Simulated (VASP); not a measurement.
**BaGa2H2: single point with LDA**

Crystal: BaGa2H2.

```
Ba Ga H
1.0
     4.52860    0.00000    0.00000
    -2.26430    3.92188    0.00000
     0.00000    0.00000    4.89910
Ba Ga H
1 2 2
Direct
  0.00000 0.00000 0.00000
  0.33333 0.66667 0.46800
  0.66667 0.33333 0.53200
  0.33333 0.66667 0.12320
  0.66667 0.33333 0.87680
```

```json
{"Program": "VASP 6.6.1", "Task": "single point", "Functional": "LDA", "Potentials or basis": "VASP PAW LDA potentials, release 64 (Ba_sv, Ga_d, H)", "Cutoff": "520 eV", "k mesh": "6 × 6 × 4", "Occupations": "gaussian, width 0.1 eV", "Spin": "no spin polarisation"}
```

| Item | Value |
| --- | --- |
| Pressure | -3.2 GPa |
| Largest force | 0.043 eV/Å |
| Band gap on the k mesh | none (metal or under the smearing width) |

Forces in eV/Å, atoms in the order of the input:
```
Ba   0.000  0.000  0.000
Ga   0.000  0.000  0.031
Ga   0.000  0.000 -0.031
H    0.000  0.000  0.043
H    0.000  0.000 -0.043
```

Stress tensor (GPa, compression positive):
```
-3.35  0.00  0.00
 0.00 -3.35  0.00
 0.00  0.00 -2.88
```

Levels at points of the mesh, in eV from the Fermi level:
```
           k point  band 15  band 16  band 17  band 18  band 19  band 20  band 21  band 22  band 23  band 24
(0.00, 0.00, 0.00)    -9.16    -4.42    -3.13    -0.41    -0.41     0.52     3.68     3.92     3.92     3.98
(0.50, 0.00, 0.00)    -6.98    -6.72    -2.92    -1.72    -0.66    -0.09     1.91     3.05     3.08     4.70
(0.00, 0.00, 0.50)    -7.96    -6.36    -2.02     0.14     0.58     0.58     1.46     1.46     2.13     2.13
(0.50, 0.00, 0.50)    -7.52    -5.71    -3.84    -3.00    -1.41     2.00     4.11     4.52     5.01     5.50
```

It took 29 s on 1 thread of Intel(R) Xeon(R) Platinum 8559C (Emerald Rapids) (shared host), peak memory 0.2 GiB.

Spin-orbit coupling is left out, which matters for the levels of Ba.
